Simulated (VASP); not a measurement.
Here is the system:

```
CELL_PARAMETERS angstrom
      1.79032    -3.10092     0.00000
      1.79032     3.10092     0.00000
      0.00000     0.00000     5.53691
ATOMIC_POSITIONS crystal
  Er 0.33333 0.66667 0.25000
  Er 0.66667 0.33333 0.75000
```

Calculation: r2SCAN meta-GGA, VASP's PBE PAW potentials (set 64) (plane waves; VASP). Settings: 480 eV cut-off, 12×12×6 Γ-centred mesh, first-order Methfessel-Paxton smearing of 0.10 eV, potentials Er_3.

The 4f electrons are frozen in the core of the lanthanide potential, so 4f levels, which can set the real gap, and their magnetism are missing. Energy and stress use the plane-wave basis of the starting cell.

### Question
The ions, cell shape and volume at an external pressure of 2.0 GPa are relaxed. Predict the relaxed structure.

### Answer

```
CELL_PARAMETERS angstrom
      1.76912    -3.06420     0.00000
      1.76912     3.06420     0.00000
      0.00000     0.00000     5.45367
ATOMIC_POSITIONS crystal
  Er 0.33333 0.66667 0.25000
  Er 0.66667 0.33333 0.75000
```
Space group P6_3/mmc (194), at a tolerance of 0.03 Å.

### Question
How do energy and volume change from the first to the last step?

### Answer
The energy (σ→0) changes by +7.3 meV/atom and the volume by -3.8 %, in 5 ionic steps.

The compound is Er in the hcp structure. This run relaxes it under an external pressure of 2 GPa. Symmetry was kept, so distortions that lower it aren't found.
